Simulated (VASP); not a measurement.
# Bulk modulus and pressure derivative of rocksalt LiH at r2SCAN+rVV10 from stress-tensor pressure and from energy

At the volume where the fitted energy of LiH is lowest, the pressure from the stress tensor should vanish, yet a smooth curve through the tabulated pressures gives about −0.24 GPa there. We examine what this mismatch does to the bulk modulus B0 and its pressure derivative B0′. Both matter wherever a film or ceramic part is held under stress: B0 sets the first response to compression, and B0′ says how quickly the material stiffens. The runs cover one crystal on a static lattice, scaled uniformly. Strain is measured from the fitted volume of 7.9647 Å³ per atom, with compression positive, and energy from the lowest point. Measured values, where attached, come later.

## Computational details

One crystal, LiH (rocksalt) (known phase), at r2SCAN+rVV10: single-point runs on uniformly scaled copies of a cell relaxed at r2SCAN+rVV10; symmetry fixes shape and positions. Program: VASP 6.6.1, plane waves and PAW (data sets made for PBE of release 64), scalar-relativistic without spin-orbit coupling, no spin polarisation. Cutoff 650 eV; on the k meshes the divisions times the cell-vector length are 27 Å or more. Occupations: Gaussian smearing of 0.05 eV.

Notes on method and selection:

- Third-order Birch-Murnaghan: P = 3·B0·f·(1 + 2f)^(5/2)·[1 + (3/2)(B0′ − 4)·f]. The fit to the energies of these runs gives B0 = 37.0 GPa and B0′ = 7.80.
- Static lattice. The pressure from the stress tensor and the slope of the energy need not agree exactly at a finite cutoff and mesh.
- rVV10 holds a nonlocal correlation term.
- Semilocal functionals put Kohn-Sham gaps below measured gaps.
- A measured value is attached only where its sources agree among themselves; tables made before the last selection also left out values far from the computed one, as likely another phase or mode.
- Series whose points a third-order Birch-Murnaghan form does not fit, or whose B0′ lies outside 2 to 8, were left out.
- Crystals whose pressure at the fitted V0 departs from zero by more than 0.6 % of B0 plus 0.1 GPa, and layered compounds, were left out.
- Runs that did not converge, have known faults or may not be shown are not listed, and runs on Ansatz's PAW sets soft_1 and soft_2 are kept to separate tables.

Columns:

- Eulerian strain: Eulerian strain f = ½[(V0/V)^(2/3) − 1] with the fitted V0 = 7.9647 Å³ per atom, compression positive.
- fitted bulk modulus (GPa): bulk modulus at that volume from the third-order Birch-Murnaghan fit to the energies.
- volume (Å³): volume per atom.
- pressure (GPa): pressure from the stress tensor, compression positive.
- energy (meV/atom): energy per atom above the lowest point, extrapolated to zero smearing.
- gap (eV): Kohn-Sham gap on the k mesh.

Input lines of one member:

```
PREC = Accurate
ENCUT = 650
EDIFF = 1E-06
NELM = 100
ISMEAR = 0
SIGMA = 0.05
LREAL = .FALSE.
ALGO = Normal
METAGGA = R2SCAN
LUSE_VDW = .TRUE.
IVDW_NL = 2
BPARAM = 11.95
CPARAM = 0.0093
LASPH = .TRUE.
NBANDS = 8
```

Command (options for logging and memory left out): `vasp_std`

## The series

| member | Eulerian strain | fitted bulk modulus (GPa) | volume (Å³) | pressure (GPa) | energy (meV/atom) | gap (eV) |
| --- | --- | --- | --- | --- | --- | --- |
| V = 8.358 Å³ | −0.01582 | 24.7 | 8.3582 | −1.72 | 1.85 | 3.560 |
| V = 8.201 Å³ | −0.00963 | 29.2 | 8.2005 | −1.19 | 0.66 | 3.550 |
| V = 8.043 Å³ | −0.00325 | 34.3 | 8.0428 | ? | ? | ? |
| V = 7.885 Å³ | 0.00336 | 40.0 | 7.8851 | 0.09 | 0.00 | 3.529 |
| V = 7.727 Å³ | 0.01018 | 46.4 | 7.7274 | 0.97 | 0.76 | 3.516 |
| V = 7.570 Å³ | 0.01724 | 53.7 | 7.5697 | ? | ? | ? |
| V = 7.412 Å³ | 0.02455 | 61.9 | 7.4120 | 2.85 | 5.35 | 3.489 |

Cells marked ? are withheld until the estimate has been made.

Least-squares fits to the members shown, with x = Eulerian strain; R² and errors in the fitted variable (y, or ln y where the fit is in ln y):

| y | members | fit | R² | rms residual | leave-one-out rms | the same for the mean of the others |
| --- | --- | --- | --- | --- | --- | --- |
| pressure (GPa) | 5 | y = −0.2387 + 106.6 x + 798.3 x² | 1.00 | 0.026 | 0.12 | 2.0 |
| energy (meV/atom) | 5 | y = −0.1547 + 8.250 x + 8758 x² | 1.00 | 0.059 | 0.33 | 2.4 |

## Interpretation

Pressure rises with compression, and ever more steeply. Between the two largest volumes it gains (−1.19 + 1.72) / (−0.00963 + 0.01582) = 86 GPa per unit strain; between V = 7.727 and 7.412 Å³ it gains (2.85 − 0.97) / (0.02455 − 0.01018) = 131 GPa. The usual reason in an ionic crystal is that short-range repulsion between the ions grows faster than their electrostatic attraction as the Li–H distance shrinks.

To second order in strain f, the Birch-Murnaghan pressure is $3B_0 f\,[1 + (5 + \tfrac{3}{2}(B_0' - 4))f]$. If the stress error is a constant offset, the quadratic fit to the pressures gives B0 = 106.6 / 3 = 35.5 GPa and B0′ = 4 + (798.3 / 106.6 − 5) / 1.5 = 5.7. The energies give 37.0 GPa and 7.80. The two routes thus agree on B0 within about 4 %, but not on B0′.

The negative offset has the sign expected of a finite cutoff. The stress is taken with a fixed set of plane waves, whose effective cutoff rises as the cell shrinks. This falsely favours compression and makes the pressure too low.

Values of B0′ from about 4 to 6 are common for ionic crystals, so 5.7 is not unusual, but 7.80 is suspiciously high. In the energy, B0′ enters only through the cubic term of $E = \tfrac{9}{2}B_0V_0f^2[1 + (B_0' - 4)f]$. At the smallest volume the factor before the bracket is about 5.0 meV/atom, so lowering B0′ from 7.8 to 5.7 changes the energy by only 5.0 × 2.1 × 0.02455 = 0.26 meV/atom. Small steps in the energy, as the number of plane waves changes with volume, could account for part of that. We therefore take B0 as about 36 GPa at this level and leave B0′ open.

## Blind estimate

Plain estimates from the members shown:

- V = 8.043 Å³, fit at x = −0.00325: −0.58 GPa
- V = 8.043 Å³, straight-line interpolation between V = 8.201 Å³ and V = 7.885 Å³: w = (−0.00325 − (−0.00963)) / (0.00336 − (−0.00963)) = 0.491, so −1.19 + 0.491 × (0.09 − (−1.19)) = −0.56 GPa
- V = 7.570 Å³, fit at x = 0.01724: 1.84 GPa
- V = 7.570 Å³, straight-line interpolation between V = 7.727 Å³ and V = 7.412 Å³: w = (0.01724 − 0.01018) / (0.02455 − 0.01018) = 0.491, so 0.97 + 0.491 × (2.85 − 0.97) = 1.89 GPa

We use the quadratic fit to the pressures for both volumes. Each lies between shown members, and the fit includes the stiffening that a straight line misses. On a curve that bends upward the straight line comes out too high, as it does here: −0.56 against −0.58 GPa, and 1.89 against 1.84 GPa.

The Birch-Murnaghan curve from the energies is not suitable for this column. Its factor (3/2)(B0′ − 4) is 1.5 × (7.80 − 4) = 5.7, and at V = 7.412 Å³ it gives 3 × 37.0 × 0.02455 × (1 + 2 × 0.02455)^(5/2) × (1 + 5.7 × 0.02455) = 3.50 GPa, where the stress tensor gives 2.85 GPa. The quadratic fit already contains the stress offset, so no further shift is added.

As a trial, we leave out V = 7.727 Å³ and pass a parabola through V = 8.201, 7.885 and 7.412 Å³. It gives 0.89 GPa, against 0.97 GPa in the table. That miss of 0.08 GPa arises across a wider gap than either withheld volume has to bridge.

For the error bar, five points and three coefficients turn the rms residual into a scatter of 0.026 × √(5/2) = 0.04 GPa. The uncertainty of the fitted curve itself raises this to about 0.05 GPa. The leave-one-out error of 0.12 GPa is larger because it includes extrapolation to the end members, which neither estimate needs.

**Committed estimate, V = 8.043 Å³: pressure = −0.58 ± 0.05 GPa.**  
**Committed estimate, V = 7.570 Å³: pressure = 1.84 ± 0.05 GPa.**

## The withheld result

| member | Eulerian strain | fitted bulk modulus (GPa) | volume (Å³) | pressure (GPa) | energy (meV/atom) | gap (eV) |
| --- | --- | --- | --- | --- | --- | --- |
| V = 8.043 Å³ | −0.00325 | 34.3 | 8.0428 | −0.66 | 0.00 | 3.541 |
| V = 7.570 Å³ | 0.01724 | 53.7 | 7.5697 | 2.02 | 2.58 | 3.502 |

| member | estimate | pressure (GPa) | computed | estimate − computed | miss in error bars |
| --- | --- | --- | --- | --- | --- |
| V = 8.043 Å³ | committed | −0.58 | −0.66 | +0.08 | 1.6 |
| V = 8.043 Å³ | fit | −0.58 | −0.66 | +0.08 |  |
| V = 8.043 Å³ | interpolation | −0.56 | −0.66 | +0.10 |  |
| V = 7.570 Å³ | committed | 1.84 | 2.02 | −0.18 | 3.6 |
| V = 7.570 Å³ | fit | 1.84 | 2.02 | −0.18 |  |
| V = 7.570 Å³ | interpolation | 1.89 | 2.02 | −0.13 |  |

Both estimates fall outside their error bars: −0.58 against −0.66 GPa, and 1.84 against 2.02 GPa, misses of 1.6 and 3.6 error bars. Straight-line interpolation does slightly worse at the first volume (−0.56 GPa) and better at the second (1.89 GPa).

The error bar of 0.05 GPa was too small. It came from five points and three coefficients, and we set aside both the leave-one-out error of 0.12 GPa and our own trial miss of 0.08 GPa.

We were also wrong to reject the Birch-Murnaghan curve from the energies because of its mismatch at V = 7.412 Å³. At the other four volumes then shown, the stress pressure lies about 0.23 to 0.30 GPa below that curve. At the withheld volumes the curve itself gives 3 × 37.0 × (−0.00325) × (1 − 2 × 0.00325)^(5/2) × (1 − 5.7 × 0.00325) = −0.35 GPa and 3 × 37.0 × 0.01724 × (1 + 2 × 0.01724)^(5/2) × (1 + 5.7 × 0.01724) = 2.29 GPa. Lowering it by the mean of the four offsets, about 0.26 GPa, gives −0.35 − 0.26 = −0.61 GPa and 2.29 − 0.26 = 2.03 GPa, closer in both cases. The curve does have an advantage: it was fitted to the energies of all the runs, these two volumes included. At these two volumes a constant negative offset from the energy curve therefore held up better than our use of it. This does not confirm the curve's B0′ of 7.80, because energies and stresses come from the same runs and can share their numerical errors.

## Where the trend breaks

Least-squares fits to the whole series, with x = Eulerian strain; R² and errors in the fitted variable (y, or ln y where the fit is in ln y):

| y | members | fit | R² | rms residual | leave-one-out rms | the same for the mean of the others |
| --- | --- | --- | --- | --- | --- | --- |
| pressure (GPa) | 7 | y = −0.2408 + 108.6 x + 843.3 x² | 1.00 | 0.071 | 0.18 | 1.8 |
| energy (meV/atom) | 7 | y = −0.1309 + 8.187 x + 8695 x² | 1.00 | 0.058 | 0.14 | 2.1 |

Largest departures from the fit to the whole series:

| member | pressure (GPa) | fit | computed − fit | in rms residuals |
| --- | --- | --- | --- | --- |
| V = 7.570 Å³ | 2.02 | 1.88 | +0.14 | 2.0 |
| V = 7.412 Å³ | 2.85 | 2.93 | −0.08 | 1.2 |
| V = 8.043 Å³ | −0.66 | −0.58 | −0.08 | 1.1 |
| V = 7.885 Å³ | 0.09 | 0.13 | −0.04 | 0.6 |

The largest departure from the quadratic fit is at V = 7.570 Å³, +0.14 GPa, but the fault may lie there or in its neighbour at V = 7.412 Å³. Pressure gains 2.02 − 0.97 = 1.05 GPa in the step down to 7.570 Å³ and only 2.85 − 2.02 = 0.83 GPa in the next, although a stiffening crystal should gain more.

Against the Birch-Murnaghan curve from the energies, the stress pressure is low by about 0.23 to 0.31 GPa at six volumes and by 3.50 − 2.85 = 0.65 GPa at the smallest. This singles out the smallest volume only if the energy curve is right. When a Birch-Murnaghan curve is fitted to the pressures themselves, with B0 and a constant offset left free, a B0′ of 4 matches all seven about as well as 7.80 does. With 4, the smallest volume lies close to the curve and V = 7.570 Å³ is the largest miss; with 7.80, the two miss by similar amounts in opposite directions. The pressures therefore settle neither B0′ nor which of the two points is at fault. The energy shows a weaker form of the same irregularity: it rises by 0.76 − 0.00 = 0.76, then 2.58 − 0.76 = 1.82, then 5.35 − 2.58 = 2.77 meV/atom in the last three steps, so the rise grows by 1.82 − 0.76 = 1.06 and then by only 2.77 − 1.82 = 0.95 meV/atom. The gap varies smoothly there, which makes a numerical cause likelier than a change in bonding. A jump in the plane-wave set or the real-space grid as the cell shrinks is one possibility.

The departure of −0.08 GPa at V = 8.043 Å³ is only partly the fit's doing: against the energy curve its offset is the largest of the six, though only slightly above that at V = 7.885 Å³.

## Comparison with experiment

| member | quantity | measured | computed | computed − measured | conditions | source |
| --- | --- | --- | --- | --- | --- | --- |
| V = 7.885 Å³ | fitted bulk modulus (GPa) | 33.7 | 40.0 | +6.3 (+18.7 %) | 300 K; measured value as tabulated in the cited paper | [1] |

Sources:

[1] "High-Throughput Prediction of Finite-Temperature Properties using the Quasi-Harmonic Approximation" (2016, arXiv:1603.06924)

The one measured value is a bulk modulus of 33.7 GPa at 300 K. It is set beside the row at V = 7.885 Å³, where the computed value is 40.0 GPa, an excess of 6.3 GPa. That volume is slightly compressed relative to the minimum of the energy fit. At the minimum the computed value is 37.0 GPa, and the excess shrinks to 37.0 − 33.7 = 3.3 GPa, or 10 %. Nearly half of the listed difference is thus a matter of which volume is compared.

The rest has the sign expected of a static lattice, since zero-point motion and heat expand the crystal and expansion softens it. The choice of volume matters more than this suggests, however. The database cell from which the relaxation started is larger than every volume in the table. If the real crystal is about that large, the energy curve is much too soft there: already at V = 8.358 Å³ it gives 24.7 GPa, which is 33.7 − 24.7 = 9.0 GPa below the measured value. With the same B0 and a B0′ of 4, the crystal would soften much less on the way to that volume and stay nearer to the measured value. The fair agreement at the computed minimum is therefore no support for a B0′ of 7.80; if anything, the comparison counts against it. It does not fix B0′, because the effect of vibrations and the functional's own error are not separated here.

The method behind the measured value is not shown, and neither B0′ nor the change of stiffness with volume has a measured counterpart here.

## Rules of thumb and their limits

For static LiH at this level, B0 is about 36 to 37 GPa: the energies give 37.0 GPa and the quadratic fit to all seven pressures gives 108.6 / 3 = 36.2 GPa. This range is not a full error bar, since holding B0′ at 7.80 in a fit to the pressures brings B0 out somewhat lower still. A small hydrostatic pressure of 0.1 GPa then shrinks the volume by 0.1 / 37.0 = 0.27 %, or each edge by 0.09 %.

B0′ is not determined by these runs. The quadratic fit to the pressures gives 4 + (843.3 / 108.6 − 5) / 1.5 = 5.8, but a B0′ of 4 matches the pressures about as well as 7.80 does. Before the outcome we called 5.7 not unusual for an ionic crystal; that was no evidence for it in LiH. The 7.80 from the energies should not be used as a material property: it is high for an ionic crystal and makes the expanded crystal much softer than the measured value suggests. No run here varies the cutoff or the real-space grid, and these would be the first things to test.

Between 7.570 and 8.358 Å³, the energy curve lowered by about 0.27 GPa, its mean offset over those six volumes, reproduces the stress pressure within about 0.05 GPa; at 7.412 Å³ it fails by about 0.4 GPa. This describes how the two outputs of these runs relate, not how LiH stiffens. The fitted bulk moduli away from the minimum rest on the doubtful B0′ of 7.80 and are no guide to the stiffness under pressure or expansion. Lattice vibration is left out, and no run here shows how much it changes the bulk modulus.

[Logs are printed without paths, hosts, clocks, repeated set-up lines and the standing remarks that a program may print on its own settings, such as how far it seeks lower states.]
